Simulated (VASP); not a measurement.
# Sn8Te7Se: relaxation of cell and atoms with PBEsol

Crystal: Sn8Te7Se.

```
Sn Se Te
1.0
    -6.24849    6.24849    0.00000
    -6.24849    0.00000    6.24849
     0.00000    6.24849    6.24849
Sn Se Te
8 1 7
Direct
  0.00000 0.00000 0.00000
  0.50592 0.99408 0.99408
  0.99408 0.50592 0.99408
  0.99408 0.99408 0.50592
  0.50592 0.50592 0.99408
  0.50592 0.99408 0.50592
  0.99408 0.50592 0.50592
  0.50000 0.50000 0.50000
  0.75000 0.75000 0.75000
  0.25000 0.75000 0.75000
  0.75000 0.25000 0.75000
  0.75000 0.75000 0.25000
  0.25000 0.25000 0.75000
  0.25000 0.75000 0.25000
  0.75000 0.25000 0.25000
  0.25000 0.25000 0.25000
```

The cell was built by a generator and needn't be a form met in nature.

- Program: VASP 6.6.1
- Task: relaxation of cell and atoms
- Functional: PBEsol
- Potentials or basis: VASP PAW PBE potentials, release 64 (Sn_d, Se, Te)
- Cutoff: 600 eV
- k mesh: 6 × 6 × 6
- Occupations: gaussian, width 0.03 eV
- Spin: no spin polarisation
- Further INCAR settings: ALGO = Normal; EDIFF = 1e-07; IBRION = 2; EDIFFG = -0.005; NSW = 90; ISIF = 3

```
Pressure after relaxing : 0.0 GPa
Band gap on the k mesh  : 0.08 eV, indirect (least direct gap 0.12 eV)
```

Final structure:
```
CELL_PARAMETERS angstrom
-6.24849 6.24849 0.00000
-6.24849 0.00000 6.24849
0.00000 6.24849 6.24849
ATOMIC_POSITIONS crystal
Sn 0.00000 0.00000 0.00000
Sn 0.50592 0.99408 0.99408
Sn 0.99408 0.50592 0.99408
Sn 0.99408 0.99408 0.50592
Sn 0.50592 0.50592 0.99408
Sn 0.50592 0.99408 0.50592
Sn 0.99408 0.50592 0.50592
Sn 0.50000 0.50000 0.50000
Se 0.75000 0.75000 0.75000
Te 0.25000 0.75000 0.75000
Te 0.75000 0.25000 0.75000
Te 0.75000 0.75000 0.25000
Te 0.25000 0.25000 0.75000
Te 0.25000 0.75000 0.25000
Te 0.75000 0.25000 0.25000
Te 0.25000 0.25000 0.25000
```

Levels at points of the mesh, in eV from the valence-band top:
```
           k point  band 78  band 79  band 80  band 81  band 82  band 83
(0.00, 0.00, 0.00)     0.00     0.00     0.00     0.12     0.12     0.12
(0.50, 0.00, 0.00)    -1.97    -1.07    -0.95     1.59     1.59     1.61
(0.50, 0.50, 0.00)    -0.99    -0.93    -0.77     0.67     0.88     0.88
```

Run time: 4.6 min on 4 MPI ranks on Intel(R) Xeon(R) 6975P-C (Granite Rapids), with other jobs on the host, peak memory 1.2 GiB a rank.

Caveat: the relaxation stopped at its first step, so nothing moved; the PAW data sets were made with another functional, which shifts forces and pressure a little; spin-orbit coupling is left out, which moves the levels of the heavy elements. A k mesh can miss the band edges.
